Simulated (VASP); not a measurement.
A convergence study with VASP on MgS (rock salt): one setting is varied, all else stays as given below, so the limit is that of these other settings.

```
CELL_PARAMETERS angstrom
      0.00000     2.60000     2.60000
      2.60000     0.00000     2.60000
      2.60000     2.60000     0.00000
ATOMIC_POSITIONS crystal
  Mg 0.00000 0.00000 0.00000
  S  0.50000 0.50000 0.50000
```

Calculation: PBE GGA, VASP's PBE PAW potentials (set 64) (plane waves; VASP). The tightest run used: 550 eV cut-off, 18×18×18 Γ-centred mesh, Gaussian smearing of 0.050 eV, potentials Mg S.

**Question.** The settings run are 1×1×1 mesh; 2×2×2 mesh; 3×3×3 mesh; 4×4×4 mesh; 5×5×5 mesh; 6×6×6 mesh; 7×7×7 mesh; 8×8×8 mesh; 9×9×9 mesh; 10×10×10 mesh; 11×11×11 mesh; 12×12×12 mesh; 13×13×13 mesh; 14×14×14 mesh; 15×15×15 mesh; 16×16×16 mesh; 17×17×17 mesh; 18×18×18 mesh. From which on does the energy per atom stay within 0.01 eV/atom of the tightest run?

**Answer.** From 5×5×5 mesh on: it is off by 0.0056 there and by no more than 0.01 in any finer run, while 4×4×4 mesh is off by 0.0241.
| setting | E (eV/atom) | pressure (GPa) | irreducible k-points | difference judged (eV/atom) |
|---|---|---|---|---|
| 1×1×1 mesh | 1.3406 | 53.62 | 1 | 5.5915 |
| 2×2×2 mesh | -3.5512 | 7.94 | 3 | 0.6997 |
| 3×3×3 mesh | -4.1347 | 2.60 | 4 | 0.1162 |
| 4×4×4 mesh | -4.2268 | 1.40 | 8 | 0.0241 |
| 5×5×5 mesh | -4.2453 | 1.12 | 10 | 0.0056 |
| 6×6×6 mesh | -4.2495 | 1.05 | 16 | 0.0014 |
| 7×7×7 mesh | -4.2505 | 1.03 | 20 | 0.0004 |
| 8×8×8 mesh | -4.2508 | 1.03 | 29 | 0.0001 |
| 9×9×9 mesh | -4.2509 | 1.02 | 35 | 0.0000 |
| 10×10×10 mesh | -4.2509 | 1.02 | 47 | 0.0000 |
| 11×11×11 mesh | -4.2509 | 1.02 | 56 | 0.0000 |
| 12×12×12 mesh | -4.2509 | 1.02 | 72 | 0.0000 |
| 13×13×13 mesh | -4.2509 | 1.02 | 84 | 0.0000 |
| 14×14×14 mesh | -4.2509 | 1.02 | 104 | 0.0000 |
| 15×15×15 mesh | -4.2509 | 1.02 | 120 | 0.0000 |
| 16×16×16 mesh | -4.2509 | 1.02 | 145 | 0.0000 |
| 17×17×17 mesh | -4.2509 | 1.02 | 165 | 0.0000 |
| 18×18×18 mesh | -4.2509 | 1.02 | 195 | 0.0000 |

Left out are rungs that failed or repeat a setting and relaxations that didn't move; long series are thinned to 24 rows.

The compound is MgS in the rock salt structure. The cell was not relaxed at this level.
